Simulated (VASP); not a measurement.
```
WSe2
1.0
    1.65104    -2.85968     0.00000
    1.65104     2.85968     0.00000
    0.00000     0.00000    13.07068
W Se
2 4
Direct
  0.33333   0.66667   0.25000
  0.66667   0.33333   0.75000
  0.33333   0.66667   0.87912
  0.66667   0.33333   0.37912
  0.66667   0.33333   0.12088
  0.33333   0.66667   0.62088
```

Computed with rev-vdW-DF2, VASP's PBE PAW potentials (set 64) (plane waves; VASP). Numerical set-up: 520 eV cut-off, 9×9×2 Γ-centred mesh, tetrahedra with Blöchl corrections, potentials W_sv Se.

The cores are frozen, which limits the accuracy of field gradients.

Question: Give the principal components of the electric field gradient (V/Å²) and the asymmetry η at each nucleus.

Answer: 
```csv
atom,Vxx,Vyy,Vzz,η
W1,74.5,74.5,-149.1,0.00
W2,74.5,74.5,-149.1,0.00
Se3,34.1,34.1,-68.2,0.00
Se4,34.1,34.1,-68.2,0.00
Se5,34.1,34.1,-68.2,0.00
Se6,34.1,34.1,-68.2,0.00
```

The compound is WSe2 in the 2H layered structure. It was relaxed first.
